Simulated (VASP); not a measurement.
VASP runs on MgTe (space group P6_3mc) share one base input (PBE GGA, plane waves, VASP's PBE PAW potentials (set 64)) and change the settings named in each case.

### POSCAR
```
MgTe
1.0
  4.4936530000   0.0000000000   0.0000000000
 -2.2468270000   3.8916170000   0.0000000000
  0.0000000000   0.0000000000  14.7110680000
Mg Te
4 4
Cartesian
  0.0000000000   0.0000000000   0.0000000000
  0.0000000000   0.0000000000   7.3555340000
  2.2468285802   1.2972043695  11.0359489922
 -0.0000025802   2.5944126305   3.6804149922
  0.0000000000   0.0000000000  11.9477409869
  0.0000000000   0.0000000000   4.5922069869
  2.2468285802   1.2972043695   8.2865974937
 -0.0000025802   2.5944126305   0.9310634937
```

### INCAR
```
ISMEAR=0
GGA=PE   ! PBE
LMAXMIX=4   ! l cut-off of mixed one-centre charges
SIGMA=0.2   ! width (eV)
LCHARG=.FALSE.
LREAL=.FALSE.   ! projection in real space or not
LASPH=.TRUE.
ALGO=Normal   ! blocked Davidson
ENCUT=300   ! plane-wave cut-off (eV)
NELM=100   ! most electronic steps
ISIF=2
PREC=Accurate
EDIFF=1E-6   ! SCF stop (eV)
SYSTEM=MgTe
LWAVE=.FALSE.
```

File KPOINTS:
```
Automatic mesh
0
Gamma
6 6 2
0 0 0
```

POTCAR, in this order: Mg Te (PBE.64 set). Program: vasp_std.

```csv
change,E(σ→0) (eV/atom),pressure (GPa)
base run,-3.1829,2.73
"KPOINTS 5×5×2 Γ-centred mesh shifted by (0.5, 0.5, 0.5)",-3.1840,2.71
KPOINTS 2×2×1 Γ-centred mesh,-2.9368,4.37
"GGA removed, GGA_COMPAT = .FALSE., LNONCOLLINEAR = .TRUE., LSORBIT = .TRUE., MAGMOM = 0.0 0.0 0.0 0.0 0.0 0.0 0.0 0.0 0.0 0.0 0.0 0.0 0.0 0.0 0.0 0.0 0.0 0.0 0.0 0.0 0.0 0.0 0.0 0.0, POTCAR Mg Te (LDA.64 set), program vasp_ncl",-3.6994,0.18
```
 Energies of different potentials or functionals have different zeros. Unless said otherwise, spin-orbit coupling is left out, though it shifts the bands of the heavy elements here.

Left out are runs that ran out of time, are held back, or changed the cell or the kind of run, fixed moments of cells without a moment, rows past the twelfth, gaps on odd meshes, pressures of charged cells and columns that move by less than the noise.

The structure was generated: MgTe was put into an ordered model structure, which need not be its known phase. The cell was not relaxed at this level, its lattice was scaled by up to 2.5 %.
